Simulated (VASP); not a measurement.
Consider the following.

```yaml
crystal:
  lattice:
    - [0.00000, 2.72831, 2.72831]
    - [2.72831, 0.00000, 2.72831]
    - [2.72831, 2.72831, 0.00000]
  atoms:
    - { symbol: Mg, position: [0.00000, 0.00000, 0.00000] }
    - { symbol: Se, position: [0.50000, 0.50000, 0.50000] }
```

Level of theory: HSE06 screened hybrid, VASP's PBE PAW potentials (set 64) (plane waves; VASP). Run with 520 eV cut-off, 6×6×6 Γ-centred mesh, Gaussian smearing of 0.050 eV, potentials Mg Se.

Task: Give the energy at these volumes per atom, relative to the lowest: 18.97, 19.59, 20.22, 20.84, 21.47 Å³.

Result: 20.9, 5.6, 0.0, 2.8, 12.6 meV/atom. A third-order Birch-Murnaghan fit gives B0 = 67.3 GPa and B0′ = 4.3.

Measured: a 5.460 Å (computed value off by -0.1 %), as given by M J Lucero et al., Journal of Physics Condensed Matter (2012), arXiv:1111.4515. The calculation is for a static lattice, while the measured a holds thermal and zero-point effects, which are part of the difference.

The compound is MgSe in the rock salt structure. It was relaxed first. The cell's shape comes from a PBE relaxation.
